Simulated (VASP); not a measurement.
# Sc: the relaxed cell at several levels of theory

Aim: relax Sc at several levels of theory and compare the cells. The starting structure is a measured crystal structure from the Crystallography Open Database. The first relaxation on each setting starts from this cell expanded by 3 % in volume.

Calculated with VASP 6.6.1; Kohn-Sham DFT with plane waves and PAW; PBEsol, LDA, PBE, PBEsol + D3(BJ), r2SCAN, r2SCAN + rVV10, rev-vdW-DF2 and PBEsol + D4.

### 1. Set-up

Symmetry: P6_3/mmc, No. 194, hexagonal system. Conventional cell: a = 3.309 Å, b = 3.309 Å, c = 5.273 Å, α = 90.00°, β = 90.00°, γ = 120.00°. Sc has 12 Sc at 3.26 to 3.31 Å nearest.

### 2. Relaxation with PBEsol

PBEsol restores the gradient expansion of exchange and is tuned for the cells of solids. This run starts from the cell of an earlier relaxation, which isn't shown; the restart sets up the plane waves anew.

INCAR reads:

```
SYSTEM = Sc
PREC = Accurate
ENCUT = 450
EDIFF = 1E-06
NELM = 100
ISMEAR = 1
SIGMA = 0.15
LREAL = .FALSE.
ALGO = Normal
GGA = PS
NBANDS = 17
LORBIT = 11
LWAVE = .FALSE.
LCHARG = .FALSE.
KPAR = 4
IBRION = 2
NSW = 50
ISIF = 3
EDIFFG = -0.004
```

POSCAR reads:

```
Sc
1.0
    3.2779793580      0.0000000000      0.0000000000
   -1.6389896789      2.8388133971      0.0000000000
    0.0000000000      0.0000000000      5.0784382110
Sc
2
Direct
    0.6666666667      0.3333333333      0.7500000000
    0.3333333333      0.6666666667      0.2500000000
```

KPOINTS reads:

```
Automatic mesh
0
Gamma
16 16 8
0 0 0
```

Potentials, in the order of the species: Sc_sv (PBE family, release 64).

The run is started by

```
$ mpirun -np 4 vasp_std
```

The log of the run:

```text
[banner, memory and clock lines left out]
running    4 mpi-ranks, on    1 nodes
 distrk:  each k-point on    1 cores,    4 groups
 distr:  one band on    1 cores,    1 groups

 POSCAR found type information on POSCAR Sc
 POSCAR found :  1 types and       2 ions
|                                                                             |
|               ----> ADVICE to this user running VASP <----                  |
|                                                                             |
|     You enforced a specific xc type in the INCAR file but a different       |
|     [... a line on the potential file left out ...]
|     I HOPE YOU KNOW WHAT YOU ARE DOING!                                     |
|                                                                             |

 LDA part: xc-table for (Slater+PW92), standard interpolation
 POSCAR, INCAR and KPOINTS ok, starting setup
 FFT: planning ... GRIDC
 FFT: planning ... GRID_SOFT
 FFT: planning ... GRID
 WAVECAR not read
 entering main loop
       N       E                     dE             d eps       ncg     rms          rms(c)
DAV:   1     0.337251435725E+03    0.33725E+03   -0.10412E+04  5108   0.124E+03
DAV:   2     0.363983780789E+01   -0.33361E+03   -0.32796E+03  6390   0.568E+02
DAV:   3    -0.144113923305E+02   -0.18051E+02   -0.17446E+02  8397   0.153E+02
DAV:   4    -0.146924771480E+02   -0.28108E+00   -0.28031E+00  7469   0.175E+01
DAV:   5    -0.146959743934E+02   -0.34972E-02   -0.34964E-02  8717   0.205E+00    0.825E+00
DAV:   6    -0.133960550273E+02    0.12999E+01   -0.29270E+00  6601   0.200E+01    0.246E+00
DAV:   7    -0.132228972528E+02    0.17316E+00   -0.74412E-01  6737   0.916E+00    0.832E-01
DAV:   8    -0.132113882090E+02    0.11509E-01   -0.27829E-02  6874   0.223E+00    0.244E-01
DAV:  10    -0.132100166185E+02   -0.15957E-04   -0.91027E-05  8171   0.133E-01    0.723E-03
DAV:  11    -0.132100138925E+02    0.27260E-05   -0.22082E-06  5650   0.185E-02    0.189E-03
DAV:  12    -0.132100152711E+02   -0.13786E-05   -0.40947E-07  4499   0.109E-02    0.899E-04
DAV:  13    -0.132100150817E+02    0.18938E-06   -0.10012E-07  3637   0.549E-03
   1 F= -.13210015E+02 E0= -.13209692E+02  d E =-.132100E+02
 curvature:   0.00 expect dE= 0.000E+00 dE for cont linesearch  0.000E+00
 trial: gam= 0.00000 g(F)=  0.987E-47 g(S)=  0.322E-05 ort = 0.000E+00 (trialstep = 0.100E+01)
 search vector abs. value=  0.323E-05
 reached required accuracy - stopping structural energy minimisation
```

Run time: 14 s. Hardware: 4 MPI ranks of Intel Xeon Platinum 8488C (Sapphire Rapids), shared host; peak memory 0.8 GiB; 44 s of CPU time.

Lines that name or quote the potential files are left out of all logs, and their timing lines are given in words.

From OUTCAR (step 2):

```text
ion  position               nearest neighbor table
   1  0.667  0.333  0.750-   2 3.17   2 3.17   2 3.17   2 3.17   2 3.17   2 3.17
   2  0.333  0.667  0.250-   1 3.17   1 3.17   1 3.17   1 3.17   1 3.17   1 3.17

  LATTYP: Found a hexagonal cell.
 ALAT       =     3.2779793580
 C/A-ratio  =     1.5492587525

 Subroutine GETGRP returns: Found 24 space group operations
 (whereof 12 operations were pure point group operations)

The static configuration has the point symmetry D_3d.
 The point group associated with its full space group is D_6h.

 Found    150 irreducible k-points:

   k-points           NKPTS =    150   k-points in BZ     NKDIM =    150   number of bands    NBANDS=     17

   dimension x,y,z NGX =    24 NGY =   24 NGZ =   36
   dimension x,y,z NGXF=    48 NGYF=   48 NGZF=   72

   ENCUT  =  450.0 eV  33.07 Ry    5.75 a.u.   5.67  5.67  8.78*2*pi/ulx,y,z

   NELECT =      22.0000    total number of electrons

 k-points in reciprocal lattice and weights: Automatic mesh
   0.00000000  0.00000000  0.00000000       0.000
   0.06250000 -0.00000000  0.00000000       0.003
   0.12500000 -0.00000000  0.00000000       0.003
   0.18750000  0.00000000  0.00000000       0.003
   0.25000000 -0.00000000  0.00000000       0.003
   0.31250000 -0.00000000  0.00000000       0.003
   0.37500000  0.00000000  0.00000000       0.003
   0.43750000 -0.00000000  0.00000000       0.003
   0.50000000 -0.00000000  0.00000000       0.001
[...]
0.37500000  0.25000000  0.50000000       0.003
   0.31250000  0.31250000  0.50000000       0.003

 average (electrostatic) potential at core
       1 -46.7163       2 -46.7163

 E-fermi :   3.8199

 k-point     1 :       0.0000    0.0000    0.0000
  band No.  band energies     occupation
    ...
      6     -23.7586      2.00000
      7     -23.7586      2.00000
      8     -23.7220      2.00000
      9      -1.3914      2.00000
     10       2.1260      2.00000
     11       4.5841     -0.00000
     12       5.4522     -0.00000
     13       5.4522     -0.00000
     14       5.7667     -0.00000
     15       5.9394     -0.00000
    ...

 k-point     2 :       0.0625   -0.0000    0.0000
  band No.  band energies     occupation
    ...
      6     -23.7705      2.00000
      7     -23.7599      2.00000
      8     -23.7249      2.00000
      9      -1.3030      2.00000
     10       2.1995      2.00000
     11       4.4937     -0.00000
     12       5.2781     -0.00000
     13       5.5175     -0.00000
     14       5.8704     -0.00000
     15       5.9062     -0.00000
    ...

 k-point     3 :       0.1250   -0.0000    0.0000
  band No.  band energies     occupation
    ...
      6     -23.8042      2.00000
      7     -23.7639      2.00000
      8     -23.7335      2.00000
      9      -1.0427      2.00000
     10       2.4065      2.00000
     11       4.2638     -0.00023
     12       4.9558     -0.00000
     13       5.7099     -0.00000
     14       5.7237     -0.00000
     15       5.9661     -0.00000
    ...

  Total       -0.0079784     -0.0079784     -0.0025273     -0.0000000      0.0000000      0.0000000
  in kB       -0.2704912     -0.2704912     -0.0856845     -0.0000000      0.0000000      0.0000000
  external PRESSURE =      -0.2088890 kB  Pullay stress =       0.0000000 kB

  energy-cutoff  :      450.00
  volume of cell :       47.26
      direct lattice vectors                 reciprocal lattice vectors
     3.277979358  0.000000000  0.000000000     0.305065984  0.176129928  0.000000000
    -1.638989679  2.838813397  0.000000000     0.000000000  0.352259857  0.000000000
     0.000000000  0.000000000  5.078438211     0.000000000  0.000000000  0.196910932

 POSITION                                       TOTAL-FORCE (eV/Angst)
 -----------------------------------------------------------------------------------
      1.63899      0.94627      3.80883        -0.000000      0.000000      0.000000
     -0.00000      1.89254      1.26961         0.000000     -0.000000      0.000000
 -----------------------------------------------------------------------------------
    total drift:                               -0.000000      0.000000     -0.000000

  FREE ENERGIE OF THE ION-ELECTRON SYSTEM (eV)
  ---------------------------------------------------
  free  energy   TOTEN  =       -13.2100150817 eV

  energy  without entropy=      -13.2090458334  energy(sigma->0) =      -13.20969200

 reached required accuracy - stopping structural energy minimisation

 total charge
# of ion       s       p       d       tot
------------------------------------------
    1        2.285   6.109   1.033   9.427
    2        2.285   6.109   1.033   9.427
--------------------------------------------------
tot          4.569  12.218   2.067  18.854

[... 3 further parts left out ...]
```

CONTCAR:

```
Sc
   1.00000000000000
     3.2779793580000001    0.0000000000000000    0.0000000000000000
    -1.6389896789000000    2.8388133971000000    0.0000000000000000
     0.0000000000000000    0.0000000000000000    5.0784382109999999
  Sc
     2
Direct
     0.6666666667000030    0.3333333332999970    0.7500000000000000
     0.3333333332999970    0.6666666667000030    0.2500000000000000
```

The log as kept lacks single lines of electronic cycles.

The PAW data sets were made with PBE, which is usual practice but a small mismatch for other functionals. The run keeps the 24 symmetry operations of its start, so it cannot find a distortion of lower symmetry.

With PBEsol the relaxed cell holds 23.629 Å³ an atom, -5.49 % against the measured cell, with a = 3.278 Å and c = 5.078 Å.

### 3. Relaxation with LDA

LDA, the lowest rung, knows the local density alone. This run starts from the cell of an earlier relaxation, which isn't shown; the restart sets up the plane waves anew.

INCAR, as its differences from that of step 2:

```diff
@@ -9,3 +9,3 @@
 ALGO = Normal
-GGA = PS
+GGA = CA
 NBANDS = 17
```

POSCAR reads:

```
Sc
1.0
    3.2327127508      0.0000000000      0.0000000000
   -1.6163563754      2.7996113653      0.0000000000
    0.0000000000      0.0000000000      4.9811266202
Sc
2
Direct
    0.6666666667      0.3333333333      0.7500000000
    0.3333333333      0.6666666667      0.2500000000
```

KPOINTS is that of step 2.

The projector-augmented-wave data sets are Sc_sv (LDA family, release 64).

The run is started by

```
$ mpirun -np 4 vasp_std
```

The log of the run:

```text
[banner, memory and clock lines left out]
running    4 mpi-ranks, on    1 nodes
[...]
LDA part: xc-table for (Slater(with rela. corr.)+CA(PZ))
 , standard interpolation
 POSCAR, INCAR and KPOINTS ok, starting setup
[...]
entering main loop
       N       E                     dE             d eps       ncg     rms          rms(c)
DAV:   1     0.340251902156E+03    0.34025E+03   -0.10299E+04  5132   0.129E+03
DAV:   2     0.347942924630E+01   -0.33677E+03   -0.33089E+03  6662   0.588E+02
DAV:   3    -0.144737290439E+02   -0.17953E+02   -0.17299E+02  8541   0.167E+02
DAV:   4    -0.147366202834E+02   -0.26289E+00   -0.26103E+00  7496   0.181E+01
[...]
DAV:   9    -0.134489233095E+02    0.75717E-03   -0.48576E-03  7274   0.783E-01    0.198E-02
DAV:  10    -0.134489452081E+02   -0.21899E-04   -0.88057E-05  8034   0.140E-01    0.440E-03
DAV:  11    -0.134489459659E+02   -0.75785E-06   -0.13055E-06  5370   0.140E-02
   1 F= -.13448946E+02 E0= -.13449285E+02  d E =-.134489E+02
[... from here on, the cycles between the ionic steps are left out ...]
   2 F= -.13448948E+02 E0= -.13449295E+02  d E =-.251594E-05
   3 F= -.13448924E+02 E0= -.13449281E+02  d E =0.221428E-04
   4 F= -.13448946E+02 E0= -.13449295E+02  d E =0.213481E-07
   5 F= -.13448948E+02 E0= -.13449295E+02  d E =-.202981E-05
   6 F= -.13448948E+02 E0= -.13449295E+02  d E =-.227854E-05
   7 F= -.13448947E+02 E0= -.13449286E+02  d E =0.147173E-05
 trial-energy change:    0.000001  1 .order   -0.000006   -0.000012   -0.000001
 step:   1.0296(harm=  1.0296)  dis= 0.00000  next Energy=   -13.448955 (dE=-0.640E-05)
 reached required accuracy - stopping structural energy minimisation
```

Wall time 33 s (4 MPI ranks); peak memory 0.77 GiB; 2 min of CPU time.

OUTCAR, selected parts (step 3):

```text
  Total        0.0010621      0.0010621      0.0004701     -0.0000000      0.0000000      0.0000000
  in kB        0.0377481      0.0377481      0.0167079     -0.0000000      0.0000000      0.0000000
  external PRESSURE =       0.0307347 kB  Pullay stress =       0.0000000 kB

 POSITION                                       TOTAL-FORCE (eV/Angst)
 -----------------------------------------------------------------------------------
      1.61626      0.93315      3.73610        -0.000000      0.000000      0.000000
     -0.00000      1.86630      1.24537         0.000000      0.000000      0.000000
 -----------------------------------------------------------------------------------
    total drift:                               -0.000000      0.000000     -0.000000

  FREE ENERGIE OF THE ION-ELECTRON SYSTEM (eV)
  ---------------------------------------------------
  free  energy   TOTEN  =       -13.4489467727 eV

  energy  without entropy=      -13.4499634549  energy(sigma->0) =      -13.44928567

[... 2 parts as in an earlier step ...]

[... 2 further parts left out ...]
[key lines of the parts left out:]
E-fermi :   3.9890
```

With LDA the relaxed cell holds 22.539 Å³ an atom, -9.85 % against the measured cell, with a = 3.233 Å and c = 4.981 Å. That is -4.61 % from PBEsol.

### 4. Relaxation with PBE

PBE, the usual starting point, adds the gradient of the density. This run starts from the cell of an earlier relaxation, which isn't shown; the restart sets up the plane waves anew.

INCAR, as its differences from that of step 3:

```diff
@@ -9,3 +9,3 @@
 ALGO = Normal
-GGA = CA
+GGA = PE
 NBANDS = 17
```

POSCAR reads:

```
Sc
1.0
    3.3193959941      0.0000000000      0.0000000000
   -1.6596979970      2.8746812561      0.0000000000
    0.0000000000      0.0000000000      5.1615625512
Sc
2
Direct
    0.6666666667      0.3333333333      0.7500000000
    0.3333333333      0.6666666667      0.2500000000
```

KPOINTS is that of step 3.

Potentials, in the order of the species: Sc_sv (PBE family, release 64).

The run is started by

```
$ mpirun -np 4 vasp_std
```

The log of the run:

```text
[banner, memory and clock lines left out]
running    4 mpi-ranks, on    1 nodes
[...]
LDA part: xc-table for (Slater+PW92), standard interpolation
 POSCAR, INCAR and KPOINTS ok, starting setup
[...]
entering main loop
       N       E                     dE             d eps       ncg     rms          rms(c)
DAV:   1     0.340326741386E+03    0.34033E+03   -0.10437E+04  5124   0.124E+03
DAV:   2     0.427875584941E+01   -0.33605E+03   -0.33111E+03  6372   0.572E+02
DAV:   3    -0.135962104890E+02   -0.17875E+02   -0.17137E+02  8339   0.153E+02
DAV:   4    -0.138818948653E+02   -0.28568E+00   -0.28465E+00  7485   0.184E+01
[...]
DAV:  11    -0.124970463814E+02    0.58033E-05   -0.32830E-06  6115   0.221E-02    0.212E-03
DAV:  12    -0.124970488037E+02   -0.24223E-05   -0.47714E-07  4653   0.106E-02    0.103E-03
DAV:  13    -0.124970484951E+02    0.30862E-06   -0.88689E-08  4070   0.503E-03
   1 F= -.12497048E+02 E0= -.12496396E+02  d E =-.124970E+02
[...]
reached required accuracy - stopping structural energy minimisation
```

Run time: 15 s. Hardware: 4 MPI ranks; peak memory 0.81 GiB.

Parts of OUTCAR (step 4):

```text
  Total        0.0033144      0.0033144     -0.0063112      0.0000000      0.0000000      0.0000000
  in kB        0.1078170      0.1078170     -0.2053026      0.0000000      0.0000000      0.0000000
  external PRESSURE =       0.0034438 kB  Pullay stress =       0.0000000 kB

 POSITION                                       TOTAL-FORCE (eV/Angst)
 -----------------------------------------------------------------------------------
      1.65970      0.95823      3.87117        -0.000000     -0.000000      0.000000
     -0.00000      1.91645      1.29039         0.000000      0.000000      0.000000
 -----------------------------------------------------------------------------------
    total drift:                               -0.000000      0.000000     -0.000000

  FREE ENERGIE OF THE ION-ELECTRON SYSTEM (eV)
  ---------------------------------------------------
  free  energy   TOTEN  =       -12.4970484951 eV

  energy  without entropy=      -12.4950914782  energy(sigma->0) =      -12.49639616

[... 2 parts as in an earlier step ...]

[... 2 further parts left out ...]
[key lines of the parts left out:]
E-fermi :   3.6844
```

With PBE the relaxed cell holds 24.626 Å³ an atom, -1.50 % against the measured cell, with a = 3.319 Å and c = 5.162 Å. That is +4.22 % from PBEsol.

### 5. Relaxation with PBEsol + D3(BJ)

D3 with Becke-Johnson damping keeps a finite attraction at short range. This run starts from the cell of an earlier relaxation, which isn't shown; the restart sets up the plane waves anew.

INCAR, as its differences from that of step 4:

```diff
@@ -9,3 +9,4 @@
 ALGO = Normal
-GGA = PE
+GGA = PS
+IVDW = 12
 NBANDS = 17
```

POSCAR reads:

```
Sc
1.0
    3.2243802033      0.0000000000      0.0000000000
   -1.6121901016      2.7923951675      0.0000000000
    0.0000000000      0.0000000000      4.9851660775
Sc
2
Direct
    0.6666666667      0.3333333333      0.7500000000
    0.3333333333      0.6666666667      0.2500000000
```

KPOINTS is that of step 4.

The run is started by

```
$ mpirun -np 4 vasp_std
```

The log of the run:

```text
[banner, memory and clock lines left out]
running    4 mpi-ranks, on    1 nodes
[...]
[... a notice as in an earlier step ...]

 LDA part: xc-table for (Slater+PW92), standard interpolation
 POSCAR, INCAR and KPOINTS ok, starting setup
[...]
entering main loop
       N       E                     dE             d eps       ncg     rms          rms(c)
DAV:   1     0.335059909765E+03    0.33506E+03   -0.10498E+04  5116   0.126E+03
DAV:   2     0.343338097616E+01   -0.33163E+03   -0.32655E+03  6180   0.568E+02
DAV:   3    -0.143199392312E+02   -0.17753E+02   -0.17170E+02  8403   0.155E+02
DAV:   4    -0.145770244358E+02   -0.25709E+00   -0.25583E+00  7476   0.172E+01
[...]
DAV:  11    -0.131860531201E+02    0.26058E-05   -0.17360E-06  5614   0.172E-02    0.160E-03
DAV:  12    -0.131860542842E+02   -0.11640E-05   -0.30049E-07  4127   0.997E-03    0.824E-04
DAV:  13    -0.131860540859E+02    0.19830E-06   -0.90927E-08  3797   0.513E-03
   1 F= -.14064155E+02 E0= -.14064254E+02  d E =-.140642E+02
[...]
N       E                     dE             d eps       ncg     rms          rms(c)
DAV:   1    -0.131855916615E+02    0.46262E-03   -0.22682E-03  6646   0.703E-01    0.608E-02
DAV:   2    -0.131855241653E+02    0.67496E-04   -0.18683E-04  6945   0.174E-01    0.183E-02
DAV:   3    -0.131855175287E+02    0.66366E-05   -0.31234E-05  7568   0.674E-02    0.791E-03
DAV:   4    -0.131855177190E+02   -0.19029E-06   -0.10807E-06  3541   0.144E-02
   2 F= -.14064156E+02 E0= -.14064260E+02  d E =-.100908E-05
 trial-energy change:   -0.000001  1 .order   -0.000004   -0.000005   -0.000002
 step:   1.8528(harm=  1.8528)  dis= 0.00000  next Energy=   -14.064160 (dE=-0.494E-05)
 reached required accuracy - stopping structural energy minimisation
```

Run time: 15 s. Hardware: 4 MPI ranks; peak memory 0.83 GiB.

OUTCAR, selected parts (step 5):

```text
 Edisp (eV)   -0.87810

 Edisp (eV)   -0.87864

  Total      -0.00379    -0.00379    -0.00450    -0.00000     0.00000    -0.00000
  in kB      -0.13537    -0.13537    -0.16078    -0.00000     0.00000    -0.00000
  external pressure =       -0.14 kB  Pullay stress =        0.00 kB

 POSITION                                       TOTAL-FORCE (eV/Angst)
 -----------------------------------------------------------------------------------
      1.61194      0.93065      3.73782         0.000000     -0.000000      0.000000
     -0.00000      1.86131      1.24594        -0.000000      0.000000      0.000000
 -----------------------------------------------------------------------------------
    total drift:                                0.000000     -0.000000      0.000000

  FREE ENERGIE OF THE ION-ELECTRON SYSTEM (eV)
  ---------------------------------------------------
  free  energy   TOTEN  =       -14.0641563041 eV

  energy  without entropy=      -14.0644668776  energy(sigma->0) =      -14.06425983

[... 2 parts as in an earlier step ...]

[... 2 further parts left out ...]
[key lines of the parts left out:]
E-fermi :   4.1344
```

With PBEsol + D3(BJ) the relaxed cell holds 22.429 Å³ an atom, -10.29 % against the measured cell, with a = 3.224 Å and c = 4.984 Å. That is -5.08 % from PBEsol.

[end of part 1 of 2]

[Lines on the potential files, build, host, timing and source positions are cut from VASP's logs without a mark.]

[Logs are printed without paths, hosts, clocks, repeated set-up lines and the standing remarks that a program may print on its own settings, such as how far it seeks lower states.]

[Hosts, paths, dates, database ids (printed as entryN), source tags and the programs' standing remarks are cut or masked in the printed files.]
